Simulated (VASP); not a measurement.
Here is a VASP 6.6.1 calculation.

POSCAR

```
NiMoIrPdW                               
1.0
    2.7853795037     -0.0000028146     -0.0000005295
   -1.3926972156      2.4122115975      0.0000005295
   -0.0000041942      0.0000024215     22.0909351124
  Ni              Mo              Pd              Ir              W             
     2     2     2     2     2
Direct
     0.3333338034478514    0.6666661965520665    0.8504418524902052
     0.6666661965521488    0.3333338034479337    0.1495581475097948
     0.6666655570445116    0.3333344429556151    0.7598087203623810
     0.3333344429554884    0.6666655570443847    0.2401912796376190
     0.3333329888231228    0.6666670111768425    0.0534058436127141
     0.6666670111768773    0.3333329888231572    0.9465941563872858
     0.3333351008403094    0.6666648991595522    0.6578015074956818
     0.6666648991596905    0.3333351008404480    0.3421984925043182
     0.3333332545253761    0.6666667454745367    0.4441582230539420
     0.6666667454746238    0.3333332545254634    0.5558417769460582
```

Contents of INCAR.step1:

```
SYSTEM = NiMoIrPdW
ALGO     = Normal         ! electronic algorithm
EDIFF    = 1E-7           ! SCF threshold, eV
ENCUT    = 520            ! plane-wave cutoff, eV
GGA      = RE             ! functional
ISIF     = 2              ! what is computed and relaxed
ISMEAR   = -1             ! smearing method
ISPIN    = 2              ! spin polarisation
KPAR     = 4            
LASPH    = .TRUE.         ! aspherical terms in the spheres
LCHARG   = .TRUE.         ! write CHGCAR
LMAXMIX  = 4              ! l up to which the mixer works
LORBIT   = 11             ! projections on sites
LREAL    = .FALSE.        ! projectors in reciprocal space
LWAVE    = .FALSE.        ! write WAVECAR
MAGMOM   = 1 1 1 1 0 0 0.6 0.6 0 0 ! initial moments
NBANDS   = 72             ! bands
NELM     = 100            ! most SCF steps
PREC     = Accurate       ! precision mode
SIGMA    = 0.05           ! smearing width, eV
```

The input KPOINTS.step1:

```
k-points
0
G
  11 11 2
  0 0 0
```

The input INCAR.step2:

```
SYSTEM = NiMoIrPdW
ALGO     = Normal         ! electronic algorithm
EDIFF    = 1E-7           ! SCF threshold, eV
ENCUT    = 520            ! plane-wave cutoff, eV
GGA      = RE             ! functional
ICHARG   = 11             ! starting density
ISIF     = 2              ! what is computed and relaxed
ISMEAR   = 0              ! smearing method
ISPIN    = 2              ! spin polarisation
KPAR     = 4            
LASPH    = .TRUE.         ! aspherical terms in the spheres
LCHARG   = .FALSE.        ! write CHGCAR
LMAXMIX  = 4              ! l up to which the mixer works
LORBIT   = 11             ! projections on sites
LREAL    = .FALSE.        ! projectors in reciprocal space
LWAVE    = .FALSE.        ! write WAVECAR
MAGMOM   = 1 1 1 1 0 0 0.6 0.6 0 0 ! initial moments
NBANDS   = 72             ! bands
NELM     = 100            ! most SCF steps
PREC     = Accurate       ! precision mode
SIGMA    = 0.05           ! smearing width, eV
```

File KPOINTS.step2:

```
path GMKGALHA,LM,KH
20
line-mode
reciprocal
 0.0000000000  0.0000000000  0.0000000000  G
 0.5000000000  0.0000000000  0.0000000000  M

 0.5000000000  0.0000000000  0.0000000000  M
 0.3333333333  0.3333333333  0.0000000000  K

 0.3333333333  0.3333333333  0.0000000000  K
 0.0000000000  0.0000000000  0.0000000000  G

 0.0000000000  0.0000000000  0.0000000000  G
 0.0000000000  0.0000000000  0.5000000000  A

 0.0000000000  0.0000000000  0.5000000000  A
 0.5000000000  0.0000000000  0.5000000000  L

 0.5000000000  0.0000000000  0.5000000000  L
 0.3333333333  0.3333333333  0.5000000000  H

 0.3333333333  0.3333333333  0.5000000000  H
 0.0000000000  0.0000000000  0.5000000000  A

 0.5000000000  0.0000000000  0.5000000000  L
 0.5000000000  0.0000000000  0.0000000000  M

 0.3333333333  0.3333333333  0.0000000000  K
 0.3333333333  0.3333333333  0.5000000000  H
```

Potentials or basis: VASP PAW PBE potentials, release 64 (Ni, Mo_sv, Pd, Ir, W_sv).

Run with:

```bash
$ cat potpaw_PBE.64/Ni/POTCAR potpaw_PBE.64/Mo_sv/POTCAR potpaw_PBE.64/Pd/POTCAR potpaw_PBE.64/Ir/POTCAR potpaw_PBE.64/W_sv/POTCAR > POTCAR
$ cp INCAR.step1 INCAR
$ cp KPOINTS.step1 KPOINTS
$ mpirun -np 4 vasp_std > vasp.out
$ cp INCAR.step2 INCAR
$ cp KPOINTS.step2 KPOINTS
$ mpirun -np 4 vasp_std > vasp.out
```

Task: Predict the net moment.

Result: 0.00 μB per cell.

Task: What does it give for the band gap along the path?

Result: None (metal or under the smearing width).

Levels at the corners of the path, in eV from the Fermi level:
Spin up:
```
point  band 53  band 54  band 55  band 56  band 57  band 58  band 59  band 60  band 61  band 62
    Γ    -1.33    -0.85    -0.85    -0.53    -0.53    -0.53    -0.19    -0.19    -0.13    -0.13
    M     0.07     0.14     0.72     0.99     1.02     1.20     1.43     1.52     1.68     1.82
    M     0.07     0.14     0.72     0.99     1.02     1.20     1.43     1.52     1.68     1.82
    K    -0.34    -0.11    -0.07    -0.07    -0.06     0.51     1.00     1.52     1.52     1.84
    K    -0.34    -0.11    -0.07    -0.07    -0.06     0.51     1.00     1.52     1.52     1.84
    Γ    -1.33    -0.85    -0.85    -0.53    -0.53    -0.53    -0.19    -0.19    -0.13    -0.13
    Γ    -1.33    -0.85    -0.85    -0.53    -0.53    -0.53    -0.19    -0.19    -0.13    -0.13
    A    -1.21    -0.95    -0.89    -0.89    -0.48    -0.48    -0.25    -0.25    -0.10    -0.10
    A    -1.21    -0.95    -0.89    -0.89    -0.48    -0.48    -0.25    -0.25    -0.10    -0.10
    L     0.14     0.42     0.73     0.97     1.01     1.17     1.20     1.66     1.68     1.90
    L     0.14     0.42     0.73     0.97     1.01     1.17     1.20     1.66     1.68     1.90
    H    -0.34    -0.11    -0.07    -0.07    -0.04     0.43     1.06     1.52     1.52     1.84
    H    -0.34    -0.11    -0.07    -0.07    -0.04     0.43     1.06     1.52     1.52     1.84
    A    -1.21    -0.95    -0.89    -0.89    -0.48    -0.48    -0.25    -0.25    -0.10    -0.10
    L     0.14     0.42     0.73     0.97     1.01     1.17     1.20     1.66     1.68     1.90
    M     0.07     0.14     0.72     0.99     1.02     1.20     1.43     1.52     1.68     1.82
    K    -0.34    -0.11    -0.07    -0.07    -0.06     0.51     1.00     1.52     1.52     1.84
    H    -0.34    -0.11    -0.07    -0.07    -0.04     0.43     1.06     1.52     1.52     1.84
```
Spin down:
| point | band 55 | band 56 | band 57 | band 58 | band 59 | band 60 |
| --- | --- | --- | --- | --- | --- | --- |
| Γ | -0.85 | -0.53 | -0.53 | -0.53 | -0.19 | -0.19 |
| M | 0.72 | 0.99 | 1.02 | 1.20 | 1.43 | 1.52 |
| M | 0.72 | 0.99 | 1.02 | 1.20 | 1.43 | 1.52 |
| K | -0.07 | -0.07 | -0.06 | 0.51 | 1.00 | 1.52 |
| K | -0.07 | -0.07 | -0.06 | 0.51 | 1.00 | 1.52 |
| Γ | -0.85 | -0.53 | -0.53 | -0.53 | -0.19 | -0.19 |
| Γ | -0.85 | -0.53 | -0.53 | -0.53 | -0.19 | -0.19 |
| A | -0.89 | -0.89 | -0.48 | -0.48 | -0.25 | -0.25 |
| A | -0.89 | -0.89 | -0.48 | -0.48 | -0.25 | -0.25 |
| L | 0.73 | 0.97 | 1.01 | 1.17 | 1.20 | 1.66 |
| L | 0.73 | 0.97 | 1.01 | 1.17 | 1.20 | 1.66 |
| H | -0.07 | -0.07 | -0.04 | 0.43 | 1.06 | 1.52 |
| H | -0.07 | -0.07 | -0.04 | 0.43 | 1.06 | 1.52 |
| A | -0.89 | -0.89 | -0.48 | -0.48 | -0.25 | -0.25 |
| L | 0.73 | 0.97 | 1.01 | 1.17 | 1.20 | 1.66 |
| M | 0.72 | 0.99 | 1.02 | 1.20 | 1.43 | 1.52 |
| K | -0.07 | -0.07 | -0.06 | 0.51 | 1.00 | 1.52 |
| H | -0.07 | -0.07 | -0.04 | 0.43 | 1.06 | 1.52 |

Caveat: the log is that of the step along the path at fixed density, whose energy, stress, charges and moments have no meaning; spin-orbit coupling is left out, which moves the levels of the heavy elements.
